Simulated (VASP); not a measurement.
The system is HfOs3.

```
CELL_PARAMETERS angstrom
3.97356 0.00000 0.00000
0.00000 3.97356 0.00000
0.00000 0.00000 3.97356
ATOMIC_POSITIONS crystal
Hf 0.00000 0.00000 0.00000
Os 0.50000 0.50000 0.00000
Os 0.50000 0.00000 0.50000
Os 0.00000 0.50000 0.50000
```

The cell comes from a database or a generator and needn't be the stable form of this composition.

Base run:

| Item | Value |
| --- | --- |
| Program | VASP 6.6.1 |
| Functional | BLYP |
| Potentials or basis | VASP PAW PBE potentials, release 64 (Hf_pv, Os) |
| Cutoff | 520 eV |
| k mesh | 6 × 6 × 6 |
| Occupations | fermi-dirac, width 0.1 eV |
| Spin | no spin polarisation |

Its results: band gap on the k mesh none (metal or under the smearing width); pressure 14.0 GPa.

Question: The run is repeated on the same cell with these changes: functional from BLYP to PBE; further incar settings from ALGO = Normal; EDIFF = 1e-06; NBANDS = 25 to ALGO = Normal; EDIFF = 1e-07; NBANDS = 25. What comes out?

Answer: Band gap on the k mesh none (metal or under the smearing width); pressure 0.1 GPa.

Caveats: the PAW data sets were made with another functional, which shifts forces and pressure a little (some runs).
